## Question

Gallium arsenide is calculated with the PBE functional at a series of volumes. In the table, the gap on mesh is the energy between the highest filled and the lowest empty level among the sampled electron waves. One gap is withheld.

Zinc-blende GaAs (two-atom cell) at fixed volumes, calculated with VASP 6.6.1 using the PBE functional and PAW potentials (Ga_d, As), without spin polarisation or spin–orbit coupling. All runs use a 520 eV plane-wave cutoff, a 6 × 6 × 6 k mesh and Gaussian smearing of 0.02 eV.

| volume (Å³/atom) | shortest distance (Å) | gap on mesh (eV) |
| --- | --- | --- |
| 21.619 | 2.413 | 0.855 |
| 22.332 | 2.439 | 0.605 |
| 22.581 | 2.448 | ? |
| 22.590 | 2.448 | 0.518 |
| 23.044 | 2.464 | 0.368 |
| 23.757 | 2.490 | 0.144 |
| 24.470 | 2.514 | 0.000 |
| 25.183 | 2.538 | 0.000 |
| 25.895 | 2.562 | 0.000 |

(a) Why does the gap shrink when the crystal expands, and how fast?

(b) Predict the gap of the cell at 22.581 Å³/atom, with an error bar.

(c) The three largest cells all show a gap of zero. Has the effect of volume stopped there?

## Model answer

### (a) Two edges that respond differently to stretching

Near the volume at which the calculated pressure vanishes, one percent more volume costs about 0.07 eV of gap. Expressed through pressure, squeezing the crystal opens the gap by about 0.1 eV per GPa. One percent in volume is only a third of a percent in bond length, so the gap is a sensitive gauge of strain.

The cause lies in the kind of level found at each edge. In the known cells with an open gap, the gap is direct: both edges lie at the same point of the mesh. It is the point called Γ, where each electron wave repeats identically from one unit cell to the next. There the valence edge is a threefold level built from p orbitals in a bonding combination. The conduction edge is a single level in which the s orbitals of gallium and arsenic meet with opposite signs, which makes it antibonding.

An antibonding level is pushed up by the overlap of neighbouring orbitals, and a bonding level is pushed down. Expansion weakens the overlap and relaxes both pushes. The antibonding edge therefore sinks relative to the bonding edge, and the gap closes. This assignment of orbitals is standard for tetrahedral semiconductors; the level energies can show which pair does most of the moving.

Take the cells at 22.332 and 25.183 Å³/atom, for which the levels at Γ are at hand. Between them the distance from the bonding to the antibonding s level shrinks by 1.68 eV. The corresponding distance for the p levels shrinks by only 0.04 eV. The s levels are thus the ones that feel the volume strongly, while the p levels keep nearly the same spacing.

Cells of different volume share no absolute zero of energy, so the motion of the s levels has to be measured from some other level. The p-like valence edge is a natural choice, because it is also the lower edge of the gap. Measured from it, the antibonding s level drops from 0.605 eV above to 0.266 eV below, a fall of about 0.87 eV. The remaining 0.81 eV of the 1.68 eV comes from the bonding s level rising towards the same edge. Seen from the valence edge, the s pair closes from both sides, and the gap records the upper half of that motion. Weaker overlap explains the direction of this motion, though a simple estimate in the remarks falls short of its full size. How the motion divides into halves depends on the level chosen as reference.

This gives a rule for a neighbouring case. If the conduction edge is an antibonding s level at Γ and the valence edge a bonding p level, expansion should narrow the gap. If the conduction edge is another kind of level, the argument has to be made afresh.

### (b) The prediction

For a small expansion, the change of the gap $E_g$ is proportional to the relative change of the volume $V$, so that $dE_g = a\,dV/V$. The factor $a$ is called a deformation potential. Adding up many small steps turns $dV/V$ into a logarithm. Because the overlap itself fades with expansion, $a$ should change slowly too, and a quadratic term allows for this:

$$E_g = E_0 + a\,x + b\,x^2, \qquad x = \ln (V/V_0).$$

Here $V_0$ is 23.757 Å³/atom, the cell at almost zero pressure, and $E_0$ is the model's gap there. The three constants were fitted to the five known cells with an open gap. The cells with zero gap were left out for the reason given under (c). The slope comes out as $a \approx -7.3$ eV, which is the 0.07 eV per percent quoted above.

For the withheld cell, $x = \ln(22.581/23.757) = -0.0508$. The estimate is then

$$E_g = 0.1439 + 7.285 \times 0.0508 + 2.719 \times 0.0508^2 \approx 0.144 + 0.370 + 0.007 = 0.521\ \text{eV}.$$

The prediction is **0.521 ± 0.005 eV**. The gap should be open and lie between 0.605 and 0.518 eV, the values of the cells on either side, much closer to the latter. The error bar is a judgement that covers the scatter of the fit, rounding and small differences between runs. It is wider than the expected step of 0.003 eV to the near neighbour at 22.590 Å³/atom, so the order of these two cells is expected but not secured.

### (c) Zero is a floor, and the levels keep moving

The gap in this table cannot fall below zero, but the distance between two particular levels can change sign. At 25.183 Å³/atom the s-like level lies 0.266 eV below the threefold p-like level. The two edges have changed places, which is called a band inversion. The effect of volume has continued; the tabulated quantity can no longer show it.

Counting electrons explains why the gap is then exactly zero. Before the inversion, the threefold level holds six electrons and is full. Afterwards the s-like level lies lower and takes two of them, which leaves four electrons for six places. The threefold level is now both the highest occupied and the lowest partly empty one, so no energy separates filled from empty states.

For the other two cells with zero gap, the individual levels are not at hand. Their energies contain the same tiny contribution from partly filled levels as the cell at 25.183 Å³/atom, which points to the same inversion. The model places the crossing near 24.2 Å³/atom, about two percent above $V_0$. That fits between the last cell with an open gap and the first without one.

## The computed value

The withheld rows as computed:

| volume (Å³/atom) | shortest distance (Å) | gap on mesh (eV) |
| --- | --- | --- |
| 22.581 | 2.448 | 0.521 |

The calculation gives 0.521 eV, which agrees with the prediction to better than 0.001 eV. The gap also lies slightly above that of the near neighbour, in the expected order, although the error bar had left this open.

## Remarks on the reasoning

**What the hit is worth.** The withheld cell has a known neighbour at almost the same volume. A straight line drawn between the known gaps on either side also gives 0.521 eV, with no thought about orbitals. The hit shows that the gap varies smoothly and that the runs agree with each other. It is weak evidence for the mechanism.

**A harder test.** The level separation at 25.183 Å³/atom took no part in the fit and lies well outside the fitted range. The model gives −0.272 eV there, against the computed −0.266 eV. A version without the quadratic term misses by about 0.03 eV, six times as much. The weakening of the slope with expansion is therefore real within this calculation, though one such cell does not show how far the formula can be trusted. The printed output below gives both fits.

**Where a simple picture fails.** A simple rule lets all couplings between neighbouring atoms fall with the inverse square of the bond length. Between the two cells compared under (a), the couplings would then shrink by about 8 percent, and so would the splittings if they came from the couplings alone. The s splitting actually shrinks by 13 percent and the p splitting by 1 percent. Part of each splitting comes from the different orbital energies of gallium and arsenic. If that part stays fixed, the splitting shrinks by less than the coupling. This may help to explain the small change of the p levels, but it cannot explain the s levels, which close faster than the rule allows. The present numbers do not settle where that excess comes from.

**What carries over to the real material.** PBE makes this gap far too small: near the measured volume it gives about 0.5 eV, while the measured gap is roughly 1.5 eV, a recalled figure. PBE also makes the crystal too large: $V_0$ lies about five percent above the measured volume, and this expansion removes most of the gap that was left. Spin–orbit coupling is absent from the calculation and would lower the gap by roughly another 0.1 eV, nearly closing it at $V_0$. The inversion after a two-percent expansion is thus a consequence of the functional and should not be expected in a real wafer. The rate is a better guide than the gap itself, since the measured rise with pressure is also roughly 0.1 eV per GPa, again a recalled figure.

**A mistake to avoid.** Including the three zeros in the fit would treat a limit of the reported quantity as a physical levelling-off. It would flatten the curve and spoil the slope. Before fitting a quantity that stops at zero, ask which underlying difference it is made from, and whether that difference can change sign.

The analysis program printed:

```
fit of gap_on_mesh on 5 rows (vol < 24): constant 0.1406 +/- 0.0029, coefficient of x -7.54 +/- 0.051; rms 0.00276, worst 23.757 -0.0034, leave-one-out rms 0.00649
  rows outside the fit (model, value, miss): 22.581 0.5234, 0.521, 0.00239; 24.47 -0.08236, 0, -0.0824; 25.183 -0.2989, 0, -0.299; 25.895 -0.5091, 0, -0.509
fit of gap_on_mesh on 5 rows (vol < 24): constant 0.1439 +/- 0.00035, coefficient of x -7.285 +/- 0.016, coefficient of x2 2.719 +/- 0.16; rms 0.000227, worst 23.044 0.000398, leave-one-out rms 0.00115
  rows outside the fit (model, value, miss): 22.581 0.5207, 0.521, -0.000259; 24.47 -0.06916, 0, -0.0692; 25.183 -0.2715, 0, -0.272; 25.895 -0.4637, 0, -0.464
forecast gap of the withheld cell from the curved model (eV): 0.5207
judged error bar of the forecast (eV): 0.005
cross-check by a straight line between the two known neighbours (eV): 0.521
forecast less the gap of the close neighbour at 22.590 (eV): 0.002741
change of gap for one percent more volume near zero pressure (eV): -0.07285
signed Gamma separation computed at 25.183 (eV): -0.2663
curved model less computed separation at 25.183 (eV): -0.005232
straight model less computed separation at 25.183 (eV): -0.03261
change of the s pair splitting from 22.332 to 25.183 (eV): -1.681
change of the s pair splitting (percent): -12.53
change of the p pair splitting from 22.332 to 25.183 (eV): -0.0386
change of the p pair splitting (percent): -1.036
change expected from inverse square bond length scaling (percent): -7.698
estimated volume where the two levels cross (A^3 per atom): 24.23
mean rise of gap with pressure from 23.757 to 21.619 (eV per GPa): 0.099
```
